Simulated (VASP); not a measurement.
The input files of a VASP run:

**POSCAR**
```
SrTe
1.0
  0.0000000000   3.3300000000   3.3300000000
  3.3300000000   0.0000000000   3.3300000000
  3.3300000000   3.3300000000   0.0000000000
Sr Te
1 1
Direct
  0.0000000000   0.0000000000   0.0000000000
  0.5000000000   0.5000000000   0.5000000000
```

### KPOINTS
```
Regular mesh
0
Gamma
6 6 6
```

INCAR:
```
SYSTEM  =  SrTe
PREC  =  Accurate; ENCUT  =  520; LREAL  =  .FALSE.
LASPH  =  .TRUE.
EDIFF  =  1E-6; NELM  =  100; ALGO  =  Normal
LMAXMIX  =  4
ISMEAR  =  0; SIGMA  =  0.05
GGA  =  91
IBRION  =  2; NSW  =  60; ISIF  =  3
EDIFFG  =  -0.01
LWAVE  =  .FALSE.; LCHARG  =  .FALSE.
```

POTCAR, in this order: Sr_sv Te (PBE.64 set). Program: vasp_std.

Question: Translate this PW91 calculation to Quantum ESPRESSO's pw.x.

Answer: One equivalent input (not run):
```
&CONTROL
  calculation = 'vc-relax'
  pseudo_dir = './pseudo'
  outdir = './out'
  tprnfor = .true.
  tstress = .true.
  nstep = 60
  forc_conv_thr = 0.00039
/
&SYSTEM
  ibrav = 0
  nat = 2
  ntyp = 2
  ecutwfc = 82.3
  occupations = 'smearing'
  smearing = 'gaussian'
  degauss = 0.003675
  input_dft = 'pw91'
/
&ELECTRONS
  conv_thr = 7.3e-08
  electron_maxstep = 100
/
&IONS
/
&CELL
/
ATOMIC_SPECIES
  Sr 87.620 Sr.upf
  Te 127.600 Te.upf
CELL_PARAMETERS angstrom
     0.0000000    3.3300000    3.3300000
     3.3300000    0.0000000    3.3300000
     3.3300000    3.3300000    0.0000000
ATOMIC_POSITIONS crystal
  Sr   0.0000000  0.0000000  0.0000000
  Te   0.5000000  0.5000000  0.5000000
K_POINTS automatic
  6 6 6 0 0 0
```
What does not carry over: the potentials are each code's own (VASP's PAW set, PseudoDojo norm-conserving files in pw.x), so ENCUT and ecutwfc are chosen apart and not converted; conv_thr bounds pw.x's estimated SCF error, while EDIFF bounds the energy change between steps; forc_conv_thr acts on force components and is met together with etot_conv_thr.

The compound is SrTe in the rock salt structure. This run relaxes it. Symmetry was kept, so distortions that lower it aren't found.
